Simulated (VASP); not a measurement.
Input:

```
Fe
1.0
   -1.42926     1.42926     1.42926
    1.42926    -1.42926     1.42926
    1.42926     1.42926    -1.42926
Fe
1
Direct
  0.00000   0.00000   0.00000
```
Starting moments (μB, in the order of the record's atoms Fe): 2.1.

All values below come from optB86b-vdW, VASP's PBE PAW potentials (set 64) (plane waves; VASP). Run with 520 eV cut-off, 18×18×18 Γ-centred mesh, first-order Methfessel-Paxton smearing of 0.10 eV, potentials Fe.

Task: Give the stress tensor in GPa (positive for a compressed cell).

Result: 
```
-10.76    0.00    0.00
  0.00  -10.76    0.00
  0.00    0.00  -10.76
```
The pressure is its mean diagonal, -10.76 GPa.

The compound is Fe in the bcc structure. This cell is one point of a volume scan, at 1.06 of the reference volume.
